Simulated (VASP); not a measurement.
An input for Ansatz (written as the equivalent of a VASP run, and not itself run):

Ansatz 0.2 input:
```yaml
crystal:
  lattice:
    - [0.0000000, 2.6000000, 2.6000000]
    - [2.6000000, 0.0000000, 2.6000000]
    - [2.6000000, 2.6000000, 0.0000000]
  atoms:
    - { symbol: Mg, position: [0.0000000, 0.0000000, 0.0000000] }
    - { symbol: S, position: [0.5000000, 0.5000000, 0.5000000] }
kpoints:
  mp_grid: { grid: [7, 7, 7] }
hamiltonian:
  xc: pbe
  pseudopotentials: { kind: paw }
scf:
  occupations: { method: gaussian, width: 0.05 }
  max_iter: 100
output: { forces: true, stress: true, eigenvalues: true }
```

Write the VASP files for the same calculation (PBE).

This is not unique; one that fits is 
### INCAR
```
# general
SYSTEM=MgS
PREC  =Accurate
ENCUT =400   # plane-wave cut-off (eV)
LREAL =.FALSE.
LASPH =.TRUE.

# electronic loop
EDIFF =1E-6
NELM  =100   # most electronic steps
ALGO  =Normal

# smearing
ISMEAR=0   # Gaussian
SIGMA =0.05   # width (eV)

# functional
GGA   =PE   # PBE

# ions
ISIF  =2   # forces and stress, cell fixed

# output
LWAVE =.FALSE.
LCHARG=.FALSE.
```

### POSCAR
```
MgS
1
    0.0000000000     2.6000000000     2.6000000000
    2.6000000000     0.0000000000     2.6000000000
    2.6000000000     2.6000000000     0.0000000000
Mg S
1 1
Direct
  0.0000000000   0.0000000000   0.0000000000
  0.5000000000   0.5000000000   0.5000000000
```

### KPOINTS
```
K-points
0
Gamma
  7 7 7
0 0 0
```

POTCAR, in this order: Mg S (PBE.64 set). Program: vasp_std.

What does not carry over: each code has its own PAW files, so the cut-off isn't converted (ENCUT is set for VASP's; basis.ecutwfc is left out, and Ansatz then takes the one that its files recommend); Ansatz stops its SCF on the density residual and VASP on the energy change (EDIFF).

The compound is MgS in the rock salt structure. The cell was not relaxed at this level.
